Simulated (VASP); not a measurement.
Calculation: PBEsol GGA, VASP's PBE PAW potentials (set 64) (plane waves; VASP 6.6.1).

Input for VASP

File POSCAR:
```
SiGe
1
    3.5914922282     0.0000000000     0.0000000000
   -1.7957461141     3.1103234644     0.0000000000
    0.0000000000     0.0000000000     5.7191900835
Si Ge
2 2
Direct
  0.0000000000   0.0000000000   0.0000000000
  0.0000000000   0.0000000000   0.5000000000
  0.3333330000   0.6666670000   0.2500000000
  0.6666670000   0.3333330000   0.7500000000
```

### INCAR
```
# general
SYSTEM =SiGe
PREC   =Accurate
ENCUT  =500   # plane-wave cut-off (eV)
LREAL  =F   # projection in real space or not
LASPH  =T   # aspherical one-centre terms

# electronic loop
EDIFF  =1E-6
NELM   =100   # most electronic steps
ALGO   =Normal   # blocked Davidson
LMAXMIX=4   # l cut-off of mixed one-centre charges

# smearing
ISMEAR =1
SIGMA  =0.1

# functional
GGA    =PS   # PBEsol

# ions
IBRION =2
NSW    =40
ISIF   =3   # ions, shape and volume
EDIFFG =-0.02   # ionic stop
PSTRESS=200

# output
LWAVE  =F
LCHARG =F
```

**KPOINTS**
```
Automatic mesh
0
Gamma
10 10 6
0 0 0
```

POTCAR, in this order: Si Ge_d (PBE.64 set). Program: vasp_std.

Output of the run:

OUTCAR:
```
 ion  position               nearest neighbor table
   1  0.000  0.000  0.000-   3 2.52   4 2.52   3 2.52   4 2.52   4 2.52   3 2.52   2 2.86   2 2.86
  LATTYP: Found a hexagonal cell.
 ALAT       =     3.5914922282
 C/A-ratio  =     1.5924272475
 Subroutine PRICEL returns:
 Original cell was already a primitive cell.
 Subroutine GETGRP returns: Found 24 space group operations
The static configuration has the point symmetry D_3d.
 The point group associated with its full space group is D_6h.
The dynamic configuration has the point symmetry D_3d.
 Subroutine INISYM returns: Found 24 space group operations
 Subroutine IBZKPT returns following result:
 Found     56 irreducible k-points:

 Following reciprocal coordinates:
            Coordinates               Weight
  0.000000  0.000000  0.000000      1.000000
  0.100000  0.000000  0.000000      6.000000
  0.200000  0.000000  0.000000      6.000000
  0.300000 -0.000000  0.000000      6.000000
  0.400000  0.000000  0.000000      6.000000
  0.500000  0.000000  0.000000      3.000000
  0.100000  0.100000  0.000000      6.000000
  0.200000  0.100000  0.000000     12.000000
  0.300000  0.100000  0.000000     12.000000
  0.400000  0.100000  0.000000     12.000000
  0.200000  0.200000  0.000000      6.000000
  0.300000  0.200000  0.000000     12.000000
  0.400000  0.200000  0.000000      6.000000
  0.300000  0.300000  0.000000      6.000000
  0.000000  0.000000  0.166667      2.000000
  0.100000  0.000000  0.166667     12.000000
  0.200000  0.000000  0.166667     12.000000
  0.300000 -0.000000  0.166667     12.000000
  0.400000  0.000000  0.166667     12.000000
  0.500000  0.000000  0.166667      6.000000
  0.100000  0.100000  0.166667     12.000000
  0.200000  0.100000  0.166667     24.000000
  0.300000  0.100000  0.166667     24.000000
...
```

File OSZICAR:
```
       N       E                     dE             d eps       ncg     rms          rms(c)
DAV:   1     0.255533969249E+03    0.25553E+03   -0.17759E+04  2724   0.380E+03
DAV:   2     0.175057730558E+02   -0.23803E+03   -0.23282E+03  2488   0.703E+02
DAV:   3    -0.189613074478E+02   -0.36467E+02   -0.35945E+02  2962   0.164E+02
DAV:   4    -0.202023089418E+02   -0.12410E+01   -0.12366E+01  2900   0.341E+01
DAV:   5    -0.202303218431E+02   -0.28013E-01   -0.28005E-01  3054   0.549E+00    0.527E+00
DAV:   6    -0.201312904510E+02    0.99031E-01   -0.73462E-02  3426   0.417E+00    0.298E+00
DAV:   7    -0.200839218028E+02    0.47369E-01   -0.46182E-02  3390   0.262E+00    0.221E-01
DAV:   8    -0.200831276762E+02    0.79413E-03   -0.59571E-03  3206   0.126E+00    0.107E-01
DAV:   9    -0.200831491600E+02   -0.21484E-04   -0.22512E-04  2912   0.140E-01    0.324E-02
DAV:  10    -0.200831473098E+02    0.18502E-05   -0.22415E-05  3410   0.698E-02    0.106E-02
DAV:  11    -0.200831471612E+02    0.14864E-06   -0.36374E-06  2526   0.334E-02
   1 F= -.12108078E+02 E0= -.12108334E+02  d E =-.121081E+02
       N       E                     dE             d eps       ncg     rms          rms(c)
DAV:   1    -0.261717122666E+02   -0.60886E+01   -0.89079E+01  3064   0.157E+02    0.169E+01
DAV:   2    -0.206118044132E+02    0.55599E+01   -0.10474E+01  2926   0.924E+01    0.792E+00
DAV:   3    -0.190254689987E+02    0.15863E+01   -0.17168E+00  3350   0.255E+01    0.235E+00
DAV:   4    -0.188847290488E+02    0.14074E+00   -0.13829E-01  3062   0.527E+00    0.957E-01
DAV:   5    -0.188802654311E+02    0.44636E-02   -0.66301E-03  3144   0.125E+00    0.356E-01
DAV:   6    -0.188794624122E+02    0.80302E-03   -0.88001E-04  2742   0.311E-01    0.862E-02
DAV:   7    -0.188794545414E+02    0.78708E-05   -0.58390E-05  2930   0.459E-02    0.192E-02
DAV:   8    -0.188794518591E+02    0.26823E-05   -0.14632E-05  2844   0.805E-02    0.493E-03
DAV:   9    -0.188794519583E+02   -0.99185E-07   -0.55985E-07  1628   0.792E-03
   2 F= -.12018420E+02 E0= -.12017758E+02  d E =0.896589E-01
       N       E                     dE             d eps       ncg     rms          rms(c)
DAV:   1    -0.218894100000E+02   -0.30100E+01   -0.35742E+01  3124   0.137E+02    0.855E+00
DAV:   2    -0.202811879245E+02    0.16082E+01   -0.22806E+00  3066   0.295E+01    0.446E+00
DAV:   3    -0.197470603388E+02    0.53413E+00   -0.10090E+00  3306   0.180E+01    0.823E-01
DAV:   4    -0.197162212611E+02    0.30839E-01   -0.69714E-02  2978   0.487E+00    0.425E-01
DAV:   5    -0.197123771779E+02    0.38441E-02   -0.31659E-03  2774   0.711E-01    0.171E-01
DAV:   6    -0.197122630113E+02    0.11417E-03   -0.50625E-04  3050   0.431E-01    0.503E-02
DAV:   7    -0.197122622295E+02    0.78177E-06   -0.49630E-05  3258   0.132E-01    0.161E-02
DAV:   8    -0.197122574817E+02    0.47478E-05   -0.50290E-06  2650   0.354E-02    0.248E-03
DAV:   9    -0.197122575543E+02   -0.72668E-07   -0.15376E-07  1412   0.493E-03
   3 F= -.12244851E+02 E0= -.12244784E+02  d E =-.136772E+00
       N       E                     dE             d eps       ncg     rms          rms(c)
DAV:   1    -0.197029384154E+02    0.93191E-02   -0.80572E-03  3100   0.179E+00    0.139E-01
DAV:   2    -0.197025298548E+02    0.40856E-03   -0.60087E-04  2992   0.518E-01    0.703E-02
DAV:   3    -0.197024003994E+02    0.12946E-03   -0.21360E-04  3368   0.271E-01    0.160E-02
DAV:   4    -0.197023930878E+02    0.73116E-05   -0.15874E-05  3078   0.741E-02    0.721E-03
DAV:   5    -0.197023930104E+02    0.77452E-07   -0.42220E-07  1400   0.833E-03
   4 F= -.12244913E+02 E0= -.12244839E+02  d E =-.136835E+00
       N       E                     dE             d eps       ncg     rms          rms(c)
DAV:   1    -0.197035672331E+02   -0.11741E-02   -0.53394E-02  3018   0.217E+00    0.333E-01
DAV:   2    -0.197019176642E+02    0.16496E-02   -0.25685E-03  3026   0.818E-01    0.204E-01
DAV:   3    -0.197010094914E+02    0.90817E-03   -0.14379E-03  3924   0.616E-01    0.175E-02
DAV:   4    -0.197010157082E+02   -0.62168E-05   -0.18525E-04  2704   0.138E-01    0.120E-02
DAV:   5    -0.197010156539E+02    0.54350E-07   -0.68142E-06  3038   0.387E-02
   5 F= -.12245784E+02 E0= -.12245782E+02  d E =-.870703E-03
       N       E                     dE             d eps       ncg     rms          rms(c)
DAV:   1    -0.197006274528E+02    0.38826E-03   -0.83102E-03  3022   0.856E-01    0.131E-01
DAV:   2    -0.197003728345E+02    0.25462E-03   -0.39973E-04  3142   0.357E-01    0.801E-02
DAV:   3    -0.197002328608E+02    0.13997E-03   -0.22218E-04  4042   0.256E-01    0.695E-03
DAV:   4    -0.197002342205E+02   -0.13596E-05   -0.32313E-05  2682   0.579E-02    0.476E-03
DAV:   5    -0.197002342660E+02   -0.45570E-07   -0.92781E-07  1562   0.159E-02
   6 F= -.12245916E+02 E0= -.12245916E+02  d E =-.100251E-02
```

File OUTCAR:
```
------------------------ aborting loop because EDIFF is reached ----------------------------------------
  FORCE on cell =-STRESS in cart. coord.  units (eV):
  Direction    XX          YY          ZZ          XY          YZ          ZX
  --------------------------------------------------------------------------------------
  Total        7.4265695      7.4265693      7.4916025     -0.0000000      0.0000000      0.0000000
  in kB      199.2554939    199.2554870    201.0003341     -0.0000000      0.0000000      0.0000000
  external PRESSURE =      -0.1628950 kB  Pullay stress =     200.0000000 kB
  volume of cell :       59.72
      direct lattice vectors                 reciprocal lattice vectors
     3.504449854  0.000000000 -0.000000000     0.285351494  0.164747764  0.000000000
    -1.752224927  3.034942547  0.000000000    -0.000000000  0.329495529 -0.000000000
    -0.000000000  0.000000000  5.614592045     0.000000000  0.000000000  0.178107330
 POSITION                                       TOTAL-FORCE (eV/Angst)
 -----------------------------------------------------------------------------------
     -0.00000      0.00000      5.61459        -0.000000     -0.000000     -0.000000
     -0.00000      0.00000      2.80730        -0.000000     -0.000000     -0.000000
     -0.00000      2.02330      1.40365        -0.000000      0.000000      0.000000
      1.75223      1.01165      4.21094         0.000000     -0.000000     -0.000000
 -----------------------------------------------------------------------------------
    total drift:                               -0.000000      0.000000      0.000000
  FREE ENERGIE OF THE ION-ELECTRON SYSTEM (eV)
  ---------------------------------------------------
  free  energy   TOTEN  =       -19.7002342660 eV

  energy  without entropy=      -19.7002350679  energy(sigma->0) =      -19.70023453
  enthalpy is  TOTEN    =       -12.2459157922 eV   P V=        7.4543184738

 reached required accuracy - stopping structural energy minimisation
```
(Selected blocks of OUTCAR.)

CONTCAR:
```
SiGe
   1.00000000000000
     3.5044498544939775    0.0000000000000000   -0.0000000000000000
    -1.7522249272469888    3.0349425471173124    0.0000000000000000
    -0.0000000000000000    0.0000000000000000    5.6145920448005073
  Si              Ge
     2     2
Direct
     0.0000000000000000    0.0000000000000000    1.0000000000000000
     0.0000000000000000    0.0000000000000000    0.5000000000000000
     0.3333330000000032    0.6666669999999968    0.2500000000000000
     0.6666669999999968    0.3333330000000032    0.7500000000000000
```

Energy and stress use the plane-wave basis of the starting cell.

The structure was generated: SiGe was put into the NiAs type type (P6_3/mmc), which need not be its known phase. This run relaxes it under an external pressure of 20 GPa. Symmetry was kept, so distortions that lower it aren't found.
